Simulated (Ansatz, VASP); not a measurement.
# AlAu (Al-Au-Au-Al stack, (111) layers): VASP beside Ansatz, part 2 of 2

Wanted: the spread between two codes on one cell, functional and k mesh. The cell is taken from a series of runs on this material, whose earlier steps may have relaxed, scaled, displaced or heated it; both programs get it as it stands.

VASP 6.6.1 and Ansatz 0.2.0.

So far: The starting structure; VASP: zone-centre phonons, LDA.

**3. Ansatz: zone-centre phonons, LDA**

Level of this step: Ansatz beside VASP: Kohn-Sham DFT, plane waves, LDA (Ansatz).

Ansatz runs on its PAW soft_1 files.

The same cell, functional (in two slightly different forms), mesh and smearing now go to Ansatz, which takes its cutoff from its data sets.

Contents of input.yaml:

```yaml
crystal:
  lattice:
    - [2.8141293987, 0.0, 0.0]
    - [-1.4070646993, 2.4371075488, 0.0]
    - [0.0, 0.0, 37.9335366104]
  atoms:
    - { symbol: Al, position: [0.0, 0.0, 0.1473073781] }
    - { symbol: Au, position: [0.3333333333, 0.6666666667, 0.2050128382] }
    - { symbol: Au, position: [0.6666666667, 0.3333333333, 0.2712614988] }
    - { symbol: Al, position: [0.0, 0.0, 0.3289669589] }
  periodic: [true, true, false]
kpoints:
  mp_grid: { grid: [9, 9, 1] }
hamiltonian:
  xc: lda
  pseudopotentials: { kind: paw, azcp: { folder: soft_1 }, xc_functional: pbe }
scf:
  occupations: { method: methfessel_paxton, width: 0.2 }
output:
  eigenvalues: true
phonons:
  method: dfpt
  qmesh: [3, 3, 1]
  temperatures: { t_max: 1000, t_step: 50 }
  qpath:
    path:
      - [0.0, 0.0, 0.0]
      - [0.5, 0.0, 0.0]
      - [0.33333333, 0.33333333, 0.0]
      - [0.0, 0.0, 0.0]
    npoints: 10
  electrical_resistivity:
    mesh: [18, 18, 1]
    temperatures: [20.0, 50.0, 77.0, 100.0, 150.0, 200.0, 300.0, 400.0, 600.0, 800.0]
  superconductivity: { mesh: [18, 18, 1] }
```

Launch:

```sh
$ ansatz run input.yaml --threads 4 --pin off --max-ram 12288MiB --backend cpu --events-out ev --progress --plain --runs-dir out
```

Numbers of over 12 decimals in the logs are rounded to 6 here.

Output:

```text
Warning: crystal.symmetry: narrowed to the stabiliser of the run's FFT grids — unitary ops 12 → 6. A phonons.method: dfpt run fills in the rows of the dynamical matrix that it does not solve by its symmetry operations, which is exact only for operations that map its FFT grids onto themselves: filled in by any other, the frequencies could depend on the order in which like atoms are typed, or, by more than the grids' own error, on where the crystal sits among the grids' points. Excluded: 6 operations. The run can therefore solve more perturbations, solve them on more k-points, or both, and cost more. [rest of the remark cut]
Engine: ansatz 0.2.0, aarch64-unknown-linux-gnu
Pseudopotentials: kind: paw
Pseudopotential: Al, paw, valence charge 3, recommended cutoff 420 eV (normal), soft_1/Al.paw.azcp
Pseudopotential: Au, paw, valence charge 19, recommended cutoff 420 eV (normal), soft_1/Au.paw.azcp
Functional definition: SPW92
  exchange = slater_x
  correlation = pw_c
Crystal: 4 atoms, lattice volume = 260.161 Å³
Basis set: ecut = 420 eV, 5143 PW (Γ), exchange–correlation on 40×40×512 points (8 copies of the dense FFT grid, shifted against one another)
Bands: 27, of which v1, the nominal top of the filled ones, is band 22 counted from 1 (21 counted from 0)
Symmetry: 12 space group operations
k-points: 12 of 81 (irreducible under 6 space group operations, time reversal used)
Non-local potential: Al, projectors of the file, l = 0: 2, l = 1: 2, l = 2: 1
Non-local potential: Au, projectors of the file, l = 0: 3, l = 1: 2, l = 2: 2, l = 3: 1
PAW form: soft (Blöchl's): semilocal exchange-correlation on the pseudo side does not see the compensation charge
PAW frozen core: Al, regenerated for the run's functional, and the local potential with it (the file was generated under x = pbe(κ = 0.804, μ = 0.219515), c = pbe(β = 0.066725))
PAW frozen core: Au, regenerated for the run's functional, and the local potential with it (the file was generated under x = pbe(κ = 0.804, μ = 0.219515), c = pbe(β = 0.066725))
PAW one-centre angular grid: Al, 110 points (default); XC on 64 Gauss nodes
PAW one-centre angular grid: Au, 590 points (default); XC on 64 Gauss nodes
Initial density: superposition of atomic densities (neutral atoms: chi_scale 0, normalization atom)
Initial wavefunctions: pseudopotential atomic-orbital guess
Functional: x = slater, c = lda
SCF iter   1: F=—  HF=-26760.439474 eV  |F-HF|=—  |Δ(HF+E_count)|=         —  Δρ=4.72e-2  dr2=1.72e1  ethr=3.10e-3  ⟨swp⟩=15.2  Hψ=2796  notcnv=0
preconditioner: auto → LDOS  [metal: Δε(μ)=0.106 eV  Ē_g=7.150 eV  σ=0.200 eV  W_gap=0.43  n_scr=24 (ndim 8)  ℏωp=12.2 eV  f_vac=0.696  D(μ)=2.85/eV (n_scr^D=16)  β→1.0]
SCF iter   2: F=—  HF=-26759.234180 eV  |F-HF|=—  |Δ(HF+E_count)|=    1.21e0  S|Δr|=    0.00e0  Δρ=2.74e-2  dr2=3.96e0  ethr=3.10e-3  ⟨swp⟩=4.4  Hψ=1020  notcnv=0  defer=4
[...]
° read free of the cell's end (the report's vacuum.weakly_bound_levels)
--- Phonons (Γ-DFPT): 8 representative perturbations + reference (Σ response iterations 41) ---
  ASR residual: 1.883e-5 → 0.000e0 eV/Å²; symmetrization residual: 3.512e-7 eV/Å²
  The last average, over the group as it would stand without the narrowing to the FFT grids, took up to 1.284e-7 eV/Å² of the zone centre's force constants
  ASR residual per site (eV/Å²): 3.53e-6 1.88e-5 1.88e-5 3.79e-6
  Γ frequencies (cm⁻¹): 0.00 0.00 0.00 20.51 20.51 76.90 76.90 77.82 77.82 84.18 208.84 209.78
--- Phonons (arbitrary-q DFPT): 3 irreducible q on the 3×3×1 mesh ---
  q = [0.0000, 0.0000, 0.0000] (star 1, of the zone-centre solve; hermiticity 1.14e-7, symmetrization 3.07e-11, taken by the last average 2.09e-8): -0.00 0.00 0.00 20.51 20.51 76.90 76.90 77.82 77.82 84.18 208.84 209.78
  q = [0.0000, 0.3333, 0.0000] (star 6, 12 solved perturbations on 45 of 81 k-point pairs; hermiticity 2.63e-8, symmetrization 6.24e-10, taken by the last average 9.06e-9): 39.00 57.25 62.95 64.81 123.33 127.61 143.87 147.18 172.16 174.27 245.43 253.53
  q = [0.3333, 0.3333, 0.0000] (star 2, 8 solved perturbations in 256 linear systems a pass and spin channel, the states on 45 of 81 k-point pairs; hermiticity 1.78e-6, symmetrization 1.71e-7, taken by the last average 1.08e-8): 48.95 48.95 107.01 120.18 128.85 128.85 164.59 171.82 229.87 229.87 246.37 246.37
  sum rule: each row above includes the acoustic sum rule's correction from the zone centre's row sums; it moved no ω² by more than (0.20 cm⁻¹)²
  mesh force constants: q→R imaginary residual 0.00e0; ASR residual 1.883e-5 → 0.000e0 eV/Å²; symmetrization residual 7.105e-15 eV/Å²
  interpolated dispersion: 31 rows × 12 modes
  density of states and harmonic sums: on the 27×27×1 q-mesh, interpolated from the force constants of a 3×3×1 supercell (no non-analytic term)
  largest difference from the sums on the solved wave vectors: F 7.54e-2 eV, S 1.04e-4 and C_V 2.84e-5 eV/K
  zero-point energy: 0.099407 eV/cell   skipped modes (ω ≤ 0): 3   left out of the sums: 3.43e-4 of the cell's modes: C_V's classical limit lies that fraction below 3 k_B per atom; for a crystal, a wire or a layer, F and S can be off by more, and a phonons.interpolated_qmesh denser along its periods is the remedy for the sampling
--- Electrical resistivity: potentials and phonons of a 3×3×1 supercell ---
[...]
at the Fermi level of each mesh (of a tensor half of its trace):
           mesh   spin    states/(eV spin)  plasma energy (eV)         λ      λ_tr    ħω_log (meV)
        18×18×1                     0.6765              4.2409    0.5834    0.5035           9.858
          9×9×1                     0.8961              4.7484    0.7495    0.6685          10.380
  resistivity on the deck's mesh, µΩ·cm:
     T (K)       trace/2  mesh converged            xx            yy            zz    lowest order   relaxation time
     20.00     4.2861e-1              no     4.2861e-1     4.2861e-1      0.0000e0       5.5148e-1         5.0432e-1
     50.00      2.7041e0              no      2.7041e0      2.7041e0      0.0000e0        3.0066e0          2.9751e0
     77.00      5.5998e0              no      5.5998e0      5.5998e0      0.0000e0        6.0005e0          6.1875e0
    100.00      8.3512e0              no      8.3512e0      8.3512e0      0.0000e0        8.8018e0          9.2848e0
    150.00      1.4515e1              no      1.4515e1      1.4515e1      0.0000e0        1.5058e1          1.6254e1
    200.00      2.0625e1              no      2.0625e1      2.0625e1      0.0000e0        2.1291e1          2.3151e1
    300.00      3.2633e1             yes      3.2633e1      3.2633e1      0.0000e0        3.3601e1          3.6661e1
    400.00      4.4458e1              no      4.4458e1      4.4458e1      0.0000e0        4.5750e1          4.9940e1
    600.00      6.7711e1              no      6.7711e1      6.7711e1      0.0000e0        6.9652e1          7.6044e1
    800.00      9.0640e1              no      9.0640e1      9.0640e1      0.0000e0        9.3238e1          1.0177e2
  sheet resistance at 20 K: 1.130 Ω
  mean free path at 20 K (of a tensor half of its trace): 789 nm by what each carries, 622 by the Fermi surface alone
  Hall coefficient in a weak field at 20 K (along the normal): (none: it, or that of a finer mesh, parts from a neighbouring mesh's by over half of the finer one's) (as a tensor it moves by 50.5 % between the two finest meshes); by each state's relaxation time: 2.060e-9 m³/C; by a constant relaxation time: 5.768e-10 m³/C
  sheet resistance at 50 K: 7.129 Ω
  mean free path at 50 K (of a tensor half of its trace): 114 nm by what each carries, 98.6 by the Fermi surface alone
  Hall coefficient in a weak field at 50 K (along the normal): 1.317e-9 m³/C (as a tensor it moves by 40.0 % between the two finest meshes); by each state's relaxation time: 1.341e-9 m³/C; by a constant relaxation time: 5.816e-10 m³/C
  sheet resistance at 77 K: 14.76 Ω
  mean free path at 77 K (of a tensor half of its trace): 53.8 nm by what each carries, 47.6 by the Fermi surface alone
  Hall coefficient in a weak field at 77 K (along the normal): 1.090e-9 m³/C (as a tensor it moves by 32.3 % between the two finest meshes); by each state's relaxation time: 1.131e-9 m³/C; by a constant relaxation time: 5.810e-10 m³/C
  sheet resistance at 100 K: 22.02 Ω
  mean free path at 100 K (of a tensor half of its trace): 35.8 nm by what each carries, 31.9 by the Fermi surface alone
  Hall coefficient in a weak field at 100 K (along the normal): 1.007e-9 m³/C (as a tensor it moves by 28.0 % between the two finest meshes); by each state's relaxation time: 1.051e-9 m³/C; by a constant relaxation time: 5.809e-10 m³/C
  sheet resistance at 150 K: 38.26 Ω
  mean free path at 150 K (of a tensor half of its trace): 20.5 nm by what each carries, 18.4 by the Fermi surface alone
  Hall coefficient in a weak field at 150 K (along the normal): 9.425e-10 m³/C (as a tensor it moves by 23.5 % between the two finest meshes); by each state's relaxation time: 9.818e-10 m³/C; by a constant relaxation time: 5.809e-10 m³/C
  sheet resistance at 200 K: 54.37 Ω
  mean free path at 200 K (of a tensor half of its trace): 14.4 nm by what each carries, 12.9 by the Fermi surface alone
  Hall coefficient in a weak field at 200 K (along the normal): 9.234e-10 m³/C (as a tensor it moves by 21.9 % between the two finest meshes); by each state's relaxation time: 9.594e-10 m³/C; by a constant relaxation time: 5.807e-10 m³/C
  sheet resistance at 300 K: 86.03 Ω
  mean free path at 300 K (of a tensor half of its trace): 9.09 nm by what each carries, 8.17 by the Fermi surface alone
  Hall coefficient in a weak field at 300 K (along the normal): 9.100e-10 m³/C (as a tensor it moves by 21.7 % between the two finest meshes); by each state's relaxation time: 9.435e-10 m³/C; by a constant relaxation time: 5.787e-10 m³/C
  sheet resistance at 400 K: 117.2 Ω
  mean free path at 400 K (of a tensor half of its trace): 6.65 nm by what each carries, 6.00 by the Fermi surface alone
  Hall coefficient in a weak field at 400 K (along the normal): 9.002e-10 m³/C (as a tensor it moves by 22.3 % between the two finest meshes); by each state's relaxation time: 9.335e-10 m³/C; by a constant relaxation time: 5.734e-10 m³/C
  sheet resistance at 600 K: 178.5 Ω
  mean free path at 600 K (of a tensor half of its trace): 4.33 nm by what each carries, 3.94 by the Fermi surface alone
  Hall coefficient in a weak field at 600 K (along the normal): 8.727e-10 m³/C (as a tensor it moves by 23.8 % between the two finest meshes); by each state's relaxation time: 9.066e-10 m³/C; by a constant relaxation time: 5.539e-10 m³/C
  sheet resistance at 800 K: 238.9 Ω
  mean free path at 800 K (of a tensor half of its trace): 3.20 nm by what each carries, 2.94 by the Fermi surface alone
  Hall coefficient in a weak field at 800 K (along the normal): 8.348e-10 m³/C (as a tensor it moves by 25.0 % between the two finest meshes); by each state's relaxation time: 8.692e-10 m³/C; by a constant relaxation time: 5.269e-10 m³/C
  the resistivity times a path that all electrons share, by the Fermi surface of the deck's mesh alone (half of the trace): 2.666e-15 Ω·m²
  not converged in the mesh (λ; λ_tr; the resistivity at 20 K by 2.83 %; the resistivity at 50 K by 3.05 %; the resistivity at 77 K by 4.10 %; the resistivity at 100 K by 4.39 %; the resistivity at 150 K by 3.88 %; the resistivity at 200 K by 2.60 %; the resistivity at 400 K by 3.49 %; the resistivity at 600 K by 7.35 %; the resistivity at 800 K by 9.53 %): between neighbouring meshes, the two finest first, λ moves b [...]
  vibrations of 9 cells: unjudged by the run; compare a larger repeat
  the changes of the potential over all sites missed a rigid shift's by 0.32 % (the site terms' by 0.01 %)
[the section on superconductivity is kept apart]
```

**4. Comparison**

Known differences besides the potentials themselves: Ansatz cuts the interaction across the vacuum, VASP repeats the sheet without a dipole correction; VASP's run holds the zone centre alone; the data sets hold 44 valence electrons in Ansatz (on its PAW soft_1 files) and 28 in VASP; the cutoff is 420 eV in Ansatz and 500 eV in VASP; VASP's log shows a relativistic correction to its local exchange, Ansatz's none. Total energies have different zeros and are not compared.

Both answers:

| quantity | Ansatz | VASP | difference |
| --- | --- | --- | --- |
| optical mode 1 to 2 (cm⁻¹) | 20.5 | 20.5 | 0.0 |
| optical mode 3 to 4 (cm⁻¹) | 76.9 | 78.0 | -1.44 % |
| optical mode 5 to 6 (cm⁻¹) | 77.8 | 78.9 | -1.42 % |
| optical mode 7 (cm⁻¹) | 84.2 | 84.6 | -0.46 % |
| optical mode 8 (cm⁻¹) | 208.8 | 210.0 | -0.57 % |
| optical mode 9 (cm⁻¹) | 209.8 | 211.2 | -0.65 % |

Modes are paired by rising frequency, not by their patterns, so a pair may set unlike modes beside each other; they are those without the splitting of longitudinal modes. Where the cell holds vacuum, a pressure given here is an average over it and none of the material.

**5. Outcome**

```yaml
r_m_s_difference_of_the_optical_zone_centre_modes_each_program_s_sorted_by_frequency_zone_centre_phonons_lda: 0.97 cm⁻¹
difference_in_optical_mode_3_to_4_zone_centre_phonons_lda: -1.4 %
```

What this shows: The r.m.s. difference of the optical zone-centre modes, each program's sorted by frequency is 0.97 cm⁻¹ (zone-centre phonons, LDA). The data sets hold unlike numbers of valence electrons (44 in Ansatz and 28 in VASP), so part of the differences may come from the potentials. Among the rows given in per cent, the largest difference of the zone-centre phonons, LDA pair is in optical mode 3 to 4, -1.4 %. Such differences can come from data sets, numerical settings and the points named under the comparisons, not from the functional's error against experiment.

[Lines on the potential files, build, host, timing and source positions are cut from VASP's logs without a mark.]

[Logs are printed without paths, hosts, clocks, repeated set-up lines and the standing remarks that a program may print on its own settings, such as how far it seeks lower states.]

[Hosts, paths, dates, database ids (printed as entryN), source tags and the programs' standing remarks are cut or masked in the printed files.]
